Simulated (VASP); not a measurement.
Data:

```
CELL_PARAMETERS angstrom
      3.82850     0.00000     0.00000
      0.00000     3.82850     0.00000
      0.00000     0.00000     3.82850
ATOMIC_POSITIONS crystal
  K  0.00000 0.00000 0.00000
  Mg 0.50000 0.50000 0.50000
  F  0.50000 0.00000 0.50000
  F  0.00000 0.50000 0.50000
  F  0.50000 0.50000 0.00000
```

All values below come from LDA (Ceperley-Alder, Perdew-Zunger), VASP's LDA PAW potentials (set 64) (plane waves; VASP). Settings: 620 eV cut-off, 6×6×6 Γ-centred mesh, Gaussian smearing of 0.050 eV, potentials K_sv Mg F.

Energy and stress use the plane-wave basis of the starting cell.

Problem. The ions, cell shape and volume at an external pressure of 10.0 GPa are relaxed. Which structure does the run end with?

Solution. 
```
CELL_PARAMETERS angstrom
      3.77729     0.00000     0.00000
      0.00000     3.77729     0.00000
      0.00000     0.00000     3.77729
ATOMIC_POSITIONS crystal
  K  0.00000 0.00000 0.00000
  Mg 0.50000 0.50000 0.50000
  F  0.50000 0.00000 0.50000
  F  0.00000 0.50000 0.50000
  F  0.50000 0.50000 0.00000
```
Space group Pm-3m (221), at a tolerance of 0.03 Å.

Problem. How do energy and volume change from the first to the last step?

Solution. The energy (σ→0) changes by +20.6 meV/atom and the volume by -4.0 %, in 3 ionic steps.

| step | E(σ→0) (eV) | max force (eV/Å) | pressure (GPa) | volume (Å³) |
|---|---|---|---|---|
| 1 | -27.0876 | 0.000 | 5.03 | 56.12 |
| 2 | -26.9470 | 0.000 | 11.44 | 53.33 |
| 3 | -26.9845 | 0.000 | 9.99 | 53.89 |

The compound is KMgF3 in the cubic perovskite structure. This run relaxes it under an external pressure of 10 GPa. Symmetry was kept, so distortions that lower it aren't found.
